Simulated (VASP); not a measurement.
The system is CdTe.

```
CELL_PARAMETERS angstrom
0.00000 3.20500 3.20500
3.20500 0.00000 3.20500
3.20500 3.20500 0.00000
ATOMIC_POSITIONS crystal
Cd 0.00000 0.00000 0.00000
Te 0.25000 0.25000 0.25000
```

```yaml
Program: VASP 6.6.1
Task: relaxation of cell and atoms
Functional: r2SCAN
Potentials_or_basis: VASP PAW PBE potentials, release 64 (Cd, Te)
Cutoff: 600 eV
k_mesh: 8 × 8 × 8
Occupations: gaussian, width 0.02 eV
Spin: no spin polarisation
```

At the start: pressure 3.3 GPa; volume 32.92 Å³/atom.

How do energy, volume and symmetry change on relaxing?

Over 3 steps the energy falls by 23.1 meV/atom and the volume is 35.30 Å³/atom (+7.2 %); space group F-43m (No. 216, to 0.05 Å).

Step by step:
```tsv
step	energy change (eV)	largest force (eV/Å)	pressure (GPa)	volume (Å³)
1	0.0000	0.0000	3.32	65.84
2	-0.0398	0.0000	-1.03	72.57
3	-0.0462	0.0000	0.01	70.60
```

Final structure:
```
CELL_PARAMETERS angstrom
0.00000 3.28040 3.28040
3.28040 0.00000 3.28040
3.28040 3.28040 0.00000
ATOMIC_POSITIONS crystal
Cd 0.00000 0.00000 0.00000
Te 0.25000 0.25000 0.25000
```

Caveat: the PAW data sets were made with another functional, which shifts forces and pressure a little.
